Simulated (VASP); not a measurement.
Data:

```cif
data_NTi
_chemical_formula_sum 'Ti1 N1'
_space_group_name_H-M_alt 'P 1'
_space_group_IT_number 1
_cell_length_a 3.00513
_cell_length_b 3.00513
_cell_length_c 3.00513
_cell_angle_alpha 60.000
_cell_angle_beta 60.000
_cell_angle_gamma 60.000
loop_
_space_group_symop_operation_xyz
  'x, y, z'
loop_
_atom_site_label
_atom_site_type_symbol
_atom_site_fract_x
_atom_site_fract_y
_atom_site_fract_z
_atom_site_occupancy
Ti1 Ti 0.00000 0.00000 0.00000 1
N1 N 0.50000 0.50000 0.50000 1
```

Method: PBE GGA, VASP's PBE PAW potentials (set 64) (plane waves; VASP). Run with 520 eV cut-off, 15×15×15 Γ-centred mesh, first-order Methfessel-Paxton smearing of 0.10 eV, potentials Ti_sv N.

Give the energy at these volumes per atom, relative to the lowest: 9.01, 9.30, 9.59, 9.88, 10.16 Å³.

33.9, 8.2, 0.0, 6.7, 26.1 meV/atom. A third-order Birch-Murnaghan fit gives B0 = 275 GPa and B0′ = 4.2.

Measured: bulk modulus 288 GPa (computed value off by -4.3 %), as given by V. Krasnenko et al., Solid State Sciences (2013), arXiv:1306.3139; a 4.239 Å (computed value off by +0.3 %), as given by Guo-Xu Zhang et al., New Journal of Physics (2018), doi:10.1088/1367-2630/aac7f0. The calculation is for a static lattice, while the measured bulk modulus, a hold thermal and zero-point effects, which are part of the difference.

The compound is TiN in the rock salt structure. It was relaxed first.
